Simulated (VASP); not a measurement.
Crystal: Sn.

```
Sn
1.0
    -2.91964    2.91964    1.59380
     2.91964   -2.91964    1.59380
     2.91964    2.91964   -1.59380
Sn
2
Direct
  0.00000 0.00000 0.00000
  0.75000 0.25000 0.50000
```

```yaml
Program: VASP 6.6.1
Task: relaxation of cell and atoms
Functional: PBE
Potentials_or_basis: VASP PAW PBE potentials, release 64 (Sn_d)
Cutoff: 600 eV
k_mesh: 14 × 14 × 14
Occupations: methfessel-paxton, width 0.1 eV
Spin: no spin polarisation
```

At the start: pressure 2.3 GPa; volume 27.17 Å³/atom.

Problem. How do energy, volume and symmetry change on relaxing?

Solution. Over 16 steps the energy falls by 8.4 meV/atom and the volume is 28.36 Å³/atom (+4.4 %); space group I4_1/amd (No. 141, to 0.05 Å).

Step by step:
```
step  energy change (eV)  largest force (eV/Å)  pressure (GPa)  volume (Å³)
   1              0.0000                0.0000            2.29        54.34
   2             -0.0156                0.0000           -0.50        57.45
   3             -0.0168                0.0000            0.03        56.79
   4             -0.0168                0.0000           -0.08        56.84
   5             -0.0168                0.0000            0.06        56.73
   6             -0.0168                0.0000            0.00        56.75
   7             -0.0168                0.0000            0.02        56.74
   8             -0.0168                0.0000           -0.01        56.74
   9             -0.0168                0.0000            0.05        56.73
  10             -0.0168                0.0000            0.03        56.73
  11             -0.0168                0.0000            0.04        56.72
  12             -0.0168                0.0000            0.06        56.72
  13             -0.0168                0.0000            0.05        56.73
  14             -0.0168                0.0000            0.05        56.72
  15             -0.0168                0.0000            0.05        56.72
  16             -0.0168                0.0000            0.05        56.72
```

Final structure:
```yaml
crystal:
  lattice:
    - [-2.95612, 2.95612, 1.62278]
    - [2.95612, -2.95612, 1.62278]
    - [2.95612, 2.95612, -1.62278]
  atoms:
    - { symbol: Sn, position: [0.00000, 0.00000, 0.00000] }
    - { symbol: Sn, position: [0.75000, 0.25000, 0.50000] }
```
